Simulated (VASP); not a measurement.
These are PBE GGA, VASP's PBE PAW potentials (set 64) (plane waves; VASP) values and carry that method's errors.

VASP input:

KPOINTS:
```
k-points along high-symmetry lines
15
Line-mode
Reciprocal
  0.000000   0.000000   0.000000 ! GAMMA
  0.000000   0.500000   0.000000 ! X

  0.000000   0.500000   0.000000 ! X
  0.500000   0.500000   0.000000 ! M

  0.500000   0.500000   0.000000 ! M
  0.000000   0.000000   0.000000 ! GAMMA

  0.000000   0.000000   0.000000 ! GAMMA
  0.500000   0.500000   0.500000 ! R

  0.500000   0.500000   0.500000 ! R
  0.000000   0.500000   0.000000 ! X

  0.500000   0.500000   0.500000 ! R
  0.500000   0.500000   0.000000 ! M
```

File POSCAR:
```
Be4S3Te
1
    5.0844154448     0.0000000000     0.0000000000
    0.0000000000     5.0844154448     0.0000000000
    0.0000000000     0.0000000000     5.0844154448
Be Te S
4 1 3
Direct
  0.9836967899   0.9836967899   0.9836967899
  0.5163032101   0.5163032101   0.9836967899
  0.5163032101   0.9836967899   0.5163032101
  0.9836967899   0.5163032101   0.5163032101
  0.2500000000   0.2500000000   0.2500000000
  0.7500000000   0.7500000000   0.2500000000
  0.7500000000   0.2500000000   0.7500000000
  0.2500000000   0.7500000000   0.7500000000
```

### INCAR
```
SYSTEM = Be4S3Te
PREC = Accurate; ENCUT = 400; LREAL = .FALSE.
LASPH = .TRUE.; ICHARG = 11
EDIFF = 1E-6; NELM = 100; ALGO = Normal
LMAXMIX = 4
ISMEAR = 0; SIGMA = 0.05
GGA = PE
LWAVE = .FALSE.; LCHARG = .FALSE.
```

POTCAR, in this order: Be Te S (PBE.64 set). Program: vasp_std. Read from the step before: CHGCAR.

What VASP printed:

### OSZICAR
```
       N       E                     dE             d eps       ncg     rms          rms(c)
DAV:   1     0.120407387559E+03    0.12041E+03   -0.11310E+04  3780   0.106E+03
DAV:   2    -0.250597743473E+02   -0.14547E+03   -0.13815E+03  5339   0.193E+02
DAV:   3    -0.354390090588E+02   -0.10379E+02   -0.10230E+02  4841   0.577E+01
DAV:   4    -0.356695227636E+02   -0.23051E+00   -0.23007E+00  5007   0.101E+01
DAV:   5    -0.356758329978E+02   -0.63102E-02   -0.63085E-02  4819   0.145E+00
DAV:   6    -0.356760239987E+02   -0.19100E-03   -0.19098E-03  5473   0.241E-01
DAV:   7    -0.356760286778E+02   -0.46792E-05   -0.46791E-05  4540   0.277E-02
DAV:   8    -0.356760288767E+02   -0.19887E-06   -0.19889E-06  3556   0.500E-03
   1 F= -.35676029E+02 E0= -.35676029E+02  d E =-.536692E-12
```

**OUTCAR**
```
 val. band max:        4.6276636412   @ k =   0.0000   0.0000   0.0000

 cond. band min:       6.4625216519   @ k =   0.0000   0.0000   0.0000



 k-point     1 :       0.0000    0.0000    0.0000
  band No.  band energies     occupation
      1      -9.0582      2.00000
      2      -7.5271      2.00000
      3      -7.5271      2.00000
      4      -5.4263      2.00000
      5      -0.6709      2.00000
      6      -0.6709      2.00000
      7      -0.6709      2.00000
      8       1.4963      2.00000
      9       1.4963      2.00000
     10       1.4963      2.00000
     11       1.8000      2.00000
     12       1.8000      2.00000
     13       1.8000      2.00000
     14       4.6277      2.00000
     15       4.6277      2.00000
     16       4.6277      2.00000
     17       6.4625      0.00000
     18       7.3322      0.00000
     19       7.3322      0.00000
     20       8.5889      0.00000
     21       8.5889      0.00000

 k-point     2 :       0.0000    0.0357    0.0000
  band No.  band energies     occupation
      1      -9.0543      2.00000
      2      -7.5319      2.00000
      3      -7.5268      2.00000
      4      -5.4301      2.00000
      5      -0.6663      2.00000
      6      -0.6663      2.00000
      7      -0.6562      2.00000
      8       1.4890      2.00000
      9       1.4931      2.00000
     10       1.4931      2.00000
     11       1.7887      2.00000
     12       1.7970      2.00000
     13       1.7970      2.00000
     14       4.6003      2.00000
     15       4.6128      2.00000
     16       4.6128      2.00000
     17       6.4843      0.00000
     18       7.3479      0.00000
     19       7.3554      0.00000
     20       8.5966      0.00000
     21       8.6103      0.00000

 k-point     3 :       0.0000    0.0714    0.0000
  band No.  band energies     occupation
      1      -9.0424      2.00000
      2      -7.5462      2.00000
      3      -7.5257      2.00000
      4      -5.4413      2.00000
...
```

The density is held fixed in this step, so its total energy and stress have no physical meaning. Unless said otherwise, spin-orbit coupling is left out, though it shifts the bands of the heavy elements here.

The structure was generated: Be4S3Te was put into an ordered model structure (P-43m), which need not be its known phase. It was relaxed first.
